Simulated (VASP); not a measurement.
The system is TiN (Osbornite).

```
CELL_PARAMETERS angstrom
0.00000 2.11900 2.11900
2.11900 0.00000 2.11900
2.11900 2.11900 0.00000
ATOMIC_POSITIONS crystal
Ti 0.00000 0.00000 0.00000
N 0.50000 0.50000 0.50000
```

```yaml
Program: VASP 6.6.1
Task: relaxation of cell and atoms
Functional: PBEsol
Potentials_or_basis: VASP PAW PBE potentials, release 64 (Ti_sv, N)
Cutoff: 600 eV
k_mesh: 16 × 16 × 16
Occupations: methfessel-paxton, width 0.1 eV
Spin: no spin polarisation
```

At the start: pressure -6.6 GPa; volume 9.51 Å³/atom.

Q: How do energy, volume and symmetry change on relaxing?

A: Over 3 steps the energy falls by 4.5 meV/atom and the volume is 9.30 Å³/atom (-2.3 %); space group Fm-3m (No. 225, to 0.05 Å).

Step by step:
| step | energy change (eV) | largest force (eV/Å) | pressure (GPa) | volume (Å³) |
| --- | --- | --- | --- | --- |
| 1 | 0.0000 | 0.0000 | -6.58 | 19.03 |
| 2 | 0.0115 | 0.0000 | 10.91 | 17.97 |
| 3 | -0.0091 | 0.0000 | -0.03 | 18.60 |

Final structure:
```
Ti N
1.0
     0.00000    2.10294    2.10294
     2.10294    0.00000    2.10294
     2.10294    2.10294    0.00000
Ti N
1 1
Cartesian
  0.0000 0.0000 0.0000
  2.1029 2.1029 2.1029
```

Caveat: the PAW data sets were made with another functional, which shifts forces and pressure a little.
